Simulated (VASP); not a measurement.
Input:

```xyz
12
Lattice="5.4971 0.0000 0.0000 0.0000 5.4971 0.0000 0.0000 0.0000 5.4971" Properties=species:S:1:pos:R:3 pbc="T T T"
C     -0.0425    -0.0186    -0.0326
C      2.7012     0.1056     2.6941
C      2.8208     2.6389    -0.0559
C     -0.1105     2.8097     2.7246
O      0.6768     0.7300     0.6793
O      4.8710     4.8052     4.9042
O      2.1328     4.8228     3.4440
O      3.3960     0.5911     2.1251
O      3.3926     2.0615     4.8285
O      2.1113     3.5538     0.6248
O      4.7879     3.3425     2.0824
O      0.7479     2.0428     3.4668
```

The numbers are results of PBEsol GGA, VASP's PBE PAW potentials (set 64) (plane waves; VASP), not measurements. Settings: 400 eV cut-off, 3×3×3 Γ-centred mesh, Fermi-Dirac smearing of 0.010 eV, potentials C O.

At this cut-off the stress carries a Pulay error, which pulls relaxed volumes low.

Q: Which forces act on the atoms, in eV/Å?

A: 
| atom | Fx | Fy | Fz |
|---|---|---|---|
| C1 | 13.143 | 13.938 | 12.368 |
| C2 | -17.143 | -15.366 | 16.308 |
| C3 | -18.726 | 20.806 | 18.704 |
| C4 | 19.292 | -16.909 | 18.234 |
| O5 | -3.183 | -3.016 | -3.022 |
| O6 | -9.743 | -10.907 | -9.384 |
| O7 | 0.333 | 2.262 | -1.743 |
| O8 | 16.589 | 13.116 | -14.655 |
| O9 | 14.138 | -14.783 | -14.842 |
| O10 | 4.299 | -5.946 | -3.762 |
| O11 | -13.264 | 11.846 | -13.717 |
| O12 | -5.735 | 4.958 | -4.489 |

Q: Give the stress tensor in GPa (positive for a compressed cell).

A: 
```
16.78   4.87  -7.01
 4.87  10.03  -0.68
-7.01  -0.68  16.94
```
The pressure is its mean diagonal, 14.58 GPa.

The structure comes from a computed database's CO2 entry; how it stands against other phases isn't given here. The cell was not relaxed at this level.
